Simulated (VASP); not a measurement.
All values below come from PW91 GGA, VASP's PBE PAW potentials (set 64) (plane waves; VASP 6.6.1).

The input files of a VASP run:

### INCAR
```
SYSTEM = BaZrO3
PREC = Accurate
ENCUT = 520
EDIFF = 1E-7
NELM = 100
ALGO = Normal
LREAL = .FALSE.
LASPH = .TRUE.
ISMEAR = 0
SIGMA = 0.05
GGA = 91
LMAXMIX = 4
LWAVE = .FALSE.
LCHARG = .FALSE.
LORBIT = 11
ICHARG = 11
```

File KPOINTS:
```
k-points along high-symmetry lines
15
Line-mode
Reciprocal
  0.000000   0.000000   0.000000 ! GAMMA
  0.000000   0.500000   0.000000 ! X

  0.000000   0.500000   0.000000 ! X
  0.500000   0.500000   0.000000 ! M

  0.500000   0.500000   0.000000 ! M
  0.000000   0.000000   0.000000 ! GAMMA

  0.000000   0.000000   0.000000 ! GAMMA
  0.500000   0.500000   0.500000 ! R

  0.500000   0.500000   0.500000 ! R
  0.000000   0.500000   0.000000 ! X

  0.500000   0.500000   0.500000 ! R
  0.500000   0.500000   0.000000 ! M
```

### POSCAR
```
BaZrO3
1
    4.2344419383     0.0000000000     0.0000000000
    0.0000000000     4.2344419383     0.0000000000
    0.0000000000     0.0000000000     4.2344419383
Ba Zr O
1 1 3
Direct
  0.0000000000   0.0000000000   0.0000000000
  0.5000000000   0.5000000000   0.5000000000
  0.5000000000   0.0000000000   0.5000000000
  0.0000000000   0.5000000000   0.5000000000
  0.5000000000   0.5000000000   0.0000000000
```

POTCAR, in this order: Ba_sv Zr_sv O (PBE.64 set). Program: vasp_std. Read from the step before: CHGCAR.

What VASP printed:

### OUTCAR
```
 ion  position               nearest neighbor table
   1  0.000  0.000  0.000-   3 2.99   4 2.99   5 2.99   3 2.99   4 2.99   4 2.99   5 2.99   4 2.99
                             3 2.99   5 2.99   3 2.99   5 2.99   2 3.67   2 3.67   2 3.67   2 3.67
   2  0.500  0.500  0.500-   3 2.12   4 2.12   5 2.12   5 2.12   3 2.12   4 2.12   1 3.67   1 3.67
                             1 3.67   1 3.67   1 3.67   1 3.67   1 3.67   1 3.67
   3  0.500  0.000  0.500-   2 2.12   2 2.12   1 2.99   1 2.99   1 2.99   1 2.99
   4  0.000  0.500  0.500-   2 2.12   2 2.12   1 2.99   1 2.99   1 2.99   1 2.99
   5  0.500  0.500  0.000-   2 2.12   2 2.12   1 2.99   1 2.99   1 2.99   1 2.99
  LATTYP: Found a simple cubic cell.
 ALAT       =     4.2344419383
 Subroutine PRICEL returns:
 Original cell was already a primitive cell.
 Subroutine GETGRP returns: Found 48 space group operations
The static configuration has the point symmetry O_h .
The dynamic configuration has the point symmetry O_h .
 Subroutine INISYM returns: Found 48 space group operations
   k-points           NKPTS =     90   k-points in BZ     NKDIM =     90   number of bands    NBANDS=     24
   number of dos      NEDOS =    301   number of ions     NIONS =      5
   total plane-waves  NPLWV =  32768
   dimension x,y,z NGX =    32 NGY =   32 NGZ =   32
   dimension x,y,z NGXF=    64 NGYF=   64 NGZF=   64
   ions per type =               1   1   3
   PREC   = accura    normal or accurate (medium, high low for compatibility)
   ISTART =      0    job   : 0-new  1-cont  2-samecut
   ICHARG =     11    charge: 1-file 2-atom 10-const
   ISPIN  =      1    spin polarized calculation?
   LNONCOLLINEAR =      F non collinear calculations
   LSORBIT =      F    spin-orbit coupling
   INIWAV =      1    electr: 0-lowe 1-rand  2-diag
   ENCUT  =  520.0 eV  38.22 Ry    6.18 a.u.   7.87  7.87  7.87*2*pi/ulx,y,z
   NELM   =    100;   NELMIN=  2; NELMDL= -5     # of ELM steps
   EDIFF  = 0.1E-06   stopping-criterion for ELM
   LREAL  =      F    real-space projection
   NLSPLINE    = F    spline interpolate recip. space projectors
   LMAXMIX     =    4 max onsite mixed and CHGCAR
   VOSKOWN=      0    Vosko Wilk Nusair interpolation
   EDIFFG = 0.1E-05   stopping-criterion for IOM
   NSW    =      0    number of steps for IOM
   NBLOCK =      1;   KBLOCK =      1    inner block; outer block
   IBRION =     -1    ionic relax: 0-MD 1-quasi-New 2-CG
...
```

File OSZICAR:
```
       N       E                     dE             d eps       ncg     rms          rms(c)
DAV:   1     0.317741724766E+03    0.31774E+03   -0.22308E+04  4320   0.163E+03
DAV:   2    -0.173024340739E+02   -0.33504E+03   -0.33069E+03  5520   0.384E+02
DAV:   3    -0.403492281246E+02   -0.23047E+02   -0.22989E+02  7392   0.908E+01
DAV:   4    -0.408892220701E+02   -0.53999E+00   -0.53970E+00  5752   0.124E+01
DAV:   5    -0.409058376931E+02   -0.16616E-01   -0.16615E-01  6544   0.154E+00
DAV:   6    -0.409060660776E+02   -0.22838E-03   -0.22838E-03  5800   0.189E-01
DAV:   7    -0.409060700837E+02   -0.40061E-05   -0.40061E-05  6560   0.216E-02
DAV:   8    -0.409060701705E+02   -0.86819E-07   -0.86794E-07  5808   0.286E-03
   1 F= -.40906070E+02 E0= -.40906070E+02  d E =-.573094E-14
```

**OUTCAR**
```
 val. band max:        3.5039167546   @ k =   0.5000   0.5000   0.5000

 cond. band min:       6.6221258084   @ k =   0.0000   0.0000   0.0000



 k-point     1 :       0.0000    0.0000    0.0000
  band No.  band energies     occupation
      1     -43.5695      2.00000
      2     -21.8131      2.00000
      3     -21.7822      2.00000
      4     -21.7822      2.00000
      5     -21.7822      2.00000
      6     -12.7597      2.00000
      7     -12.4640      2.00000
      8     -12.4640      2.00000
      9      -7.0019      2.00000
     10      -7.0019      2.00000
     11      -7.0019      2.00000
     12       2.0199      2.00000
     13       2.0199      2.00000
     14       2.0199      2.00000
     15       2.5641      2.00000
     16       2.5641      2.00000
     17       2.5641      2.00000
     18       3.2500      2.00000
     19       3.2500      2.00000
     20       3.2500      2.00000
     21       6.6221      0.00000
     22       6.6221      0.00000
     23       6.6221      0.00000
     24       8.1210      0.00000

 k-point     2 :       0.0000    0.0357    0.0000
  band No.  band energies     occupation
      1     -43.5695      2.00000
      2     -21.8259      2.00000
      3     -21.7822      2.00000
      4     -21.7822      2.00000
      5     -21.7715      2.00000
      6     -12.7577      2.00000
      7     -12.4641      2.00000
      8     -12.4585      2.00000
      9      -7.0011      2.00000
     10      -7.0011      2.00000
     11      -6.9997      2.00000
     12       2.0005      2.00000
     13       2.0161      2.00000
     14       2.0161      2.00000
     15       2.5511      2.00000
     16       2.5511      2.00000
     17       2.5542      2.00000
     18       3.2123      2.00000
     19       3.2446      2.00000
     20       3.2446      2.00000
     21       6.6265      0.00000
     22       6.6520      0.00000
     23       6.6520      0.00000
     24       8.1419      0.00000

...
```

The density is held fixed in this step, so its total energy and stress have no physical meaning. Unless said otherwise, spin-orbit coupling is left out, though it shifts the bands of the heavy elements here.

The compound is BaZrO3 in the cubic perovskite structure. It was relaxed first.
